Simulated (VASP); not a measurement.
Calculation: LDA (Ceperley-Alder, Perdew-Zunger), VASP's LDA PAW potentials (set 64) (plane waves; VASP).

The input files of a VASP run:

### KPOINTS
```
Automatic mesh
0
G
5 5 5
0 0 0
```

**POSCAR**
```
Zr3Sc
1
    0.0000000000     3.8362390000     3.8362390000
    3.8362390000     0.0000000000     3.8362390000
    3.8362390000     3.8362390000     0.0000000000
Sc Zr
1 3
Direct
  0.0000000000   0.0000000000   0.0000000000
  0.5000000000   0.5000000000   0.5000000000
  0.2500000000   0.2500000000   0.2500000000
  0.7500000000   0.7500000000   0.7500000000
```

INCAR:
```
ALGO = Normal
EDIFF = 1E-6
ENCUT = 300
ISIF = 2
ISMEAR = 0
LASPH = .TRUE.
LCHARG = .FALSE.
LMAXMIX = 4
LREAL = .FALSE.
LWAVE = .FALSE.
NELM = 100
PREC = Accurate
SIGMA = 0.272
SYSTEM = Zr3Sc
```

POTCAR, in this order: Sc_sv Zr_sv (LDA.64 set). Program: vasp_std.

Output of the run:

File OSZICAR:
```
       N       E                     dE             d eps       ncg     rms          rms(c)
DAV:   1     0.464607766873E+03    0.46461E+03   -0.17118E+04   608   0.111E+03
DAV:   2     0.108535543518E+02   -0.45375E+03   -0.44724E+03   720   0.476E+02
DAV:   3    -0.294260891431E+02   -0.40280E+02   -0.38269E+02   992   0.115E+02
DAV:   4    -0.348878003456E+02   -0.54617E+01   -0.52384E+01   984   0.324E+01
DAV:   5    -0.353479693878E+02   -0.46017E+00   -0.44698E+00   880   0.867E+00    0.132E+01
DAV:   6    -0.332369839979E+02    0.21110E+01   -0.69220E+00   800   0.282E+01    0.468E+00
DAV:   7    -0.330764159373E+02    0.16057E+00   -0.44004E+00   968   0.113E+01    0.315E+00
DAV:   8    -0.327968218205E+02    0.27959E+00   -0.13839E+00   800   0.802E+00    0.125E+00
DAV:   9    -0.327891791360E+02    0.76427E-02   -0.73980E-02   808   0.155E+00    0.757E-01
DAV:  10    -0.327866670579E+02    0.25121E-02   -0.16509E-02   780   0.118E+00    0.209E-01
DAV:  11    -0.327858674653E+02    0.79959E-03   -0.59162E-03   920   0.524E-01    0.511E-02
DAV:  12    -0.327858743809E+02   -0.69156E-05   -0.33235E-04   844   0.111E-01    0.295E-02
DAV:  13    -0.327858819453E+02   -0.75644E-05   -0.71684E-05   904   0.592E-02    0.162E-02
DAV:  14    -0.327858757854E+02    0.61598E-05   -0.41842E-05   744   0.358E-02    0.279E-03
DAV:  15    -0.327858756167E+02    0.16870E-06   -0.16542E-06   448   0.114E-02
   1 F= -.32785876E+02 E0= -.32594391E+02  d E =-.382970E+00
```

**OUTCAR**
```
------------------------ aborting loop because EDIFF is reached ----------------------------------------
  FORCE on cell =-STRESS in cart. coord.  units (eV):
  Direction    XX          YY          ZZ          XY          YZ          ZX
  --------------------------------------------------------------------------------------
  Total      -11.1863877    -11.1863877    -11.1863877      0.0000000      0.0000000      0.0000000
  in kB     -158.7279779   -158.7279779   -158.7279779      0.0000000      0.0000000      0.0000000
  external PRESSURE =    -158.7279779 kB  Pullay stress =       0.0000000 kB
  volume of cell :      112.91
      direct lattice vectors                 reciprocal lattice vectors
     0.000000000  3.836239000  3.836239000    -0.130335988  0.130335988  0.130335988
     3.836239000  0.000000000  3.836239000     0.130335988 -0.130335988  0.130335988
     3.836239000  3.836239000  0.000000000     0.130335988  0.130335988 -0.130335988
 POSITION                                       TOTAL-FORCE (eV/Angst)
 -----------------------------------------------------------------------------------
      0.00000      0.00000      0.00000         0.000000     -0.000000     -0.000000
      3.83624      3.83624      3.83624         0.000000     -0.000000     -0.000000
      1.91812      1.91812      1.91812        -0.000000     -0.000000     -0.000000
      5.75436      5.75436      5.75436         0.000000      0.000000      0.000000
 -----------------------------------------------------------------------------------
    total drift:                                0.000000     -0.000000      0.000000
  FREE ENERGIE OF THE ION-ELECTRON SYSTEM (eV)
  ---------------------------------------------------
  free  energy   TOTEN  =       -32.7858756167 eV

  energy  without entropy=      -32.4029060480  energy(sigma->0) =      -32.59439083
```
(Selected blocks of OUTCAR.)

At this cut-off the stress carries a Pulay error, which pulls relaxed volumes low.

The structure was generated: Zr3Sc was put into an ordered model structure, which need not be its known phase. The cell was not relaxed at this level. The run is one of a series of settings (GGA removed, POTCAR Sc_sv Zr_sv (LDA.64 set) against the base run), some of them coarse on purpose. The electron count is odd and the run is not spin-polarised, which forces a metal. VASP warned that the highest band is occupied, so more bands are needed.
